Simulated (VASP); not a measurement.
The system is TiPt3.

```
Ti Pt
1.0
     3.89700    0.00000    0.00000
     0.00000    3.89700    0.00000
     0.00000    0.00000    3.89700
Ti Pt
1 3
Cartesian
  0.0000 0.0000 0.0000
  0.0000 1.9485 1.9485
  1.9485 0.0000 1.9485
  1.9485 1.9485 0.0000
```

```yaml
Program: VASP 6.6.1
Task: relaxation of cell and atoms
Functional: PBE
Potentials_or_basis: VASP PAW PBE potentials, release 64 (Ti_sv, Pt)
Cutoff: 600 eV
k_mesh: 10 × 10 × 10
Occupations: methfessel-paxton, width 0.1 eV
Spin: no spin polarisation
```

At the start: pressure 9.8 GPa; volume 14.80 Å³/atom.

How do energy, volume and symmetry change on relaxing?

Over 4 steps the energy falls by 16.8 meV/atom and the volume is 15.37 Å³/atom (+3.9 %); space group Pm-3m (No. 221, to 0.05 Å).

The path:
| step | energy change (eV) | largest force (eV/Å) | pressure (GPa) | volume (Å³) |
| --- | --- | --- | --- | --- |
| 1 | 0.0000 | 0.0000 | 9.81 | 59.18 |
| 2 | 0.2718 | 0.0000 | -16.99 | 67.28 |
| 3 | -0.0670 | 0.0000 | -0.30 | 61.54 |
| 4 | -0.0671 | 0.0000 | -0.04 | 61.46 |

Final structure:
```yaml
crystal:
  lattice:
    - [3.94647, 0.00000, 0.00000]
    - [0.00000, 3.94647, 0.00000]
    - [0.00000, 0.00000, 3.94647]
  atoms:
    - { symbol: Ti, position: [0.00000, 0.00000, 0.00000] }
    - { symbol: Pt, position: [0.00000, 0.50000, 0.50000] }
    - { symbol: Pt, position: [0.50000, 0.00000, 0.50000] }
    - { symbol: Pt, position: [0.50000, 0.50000, 0.00000] }
```
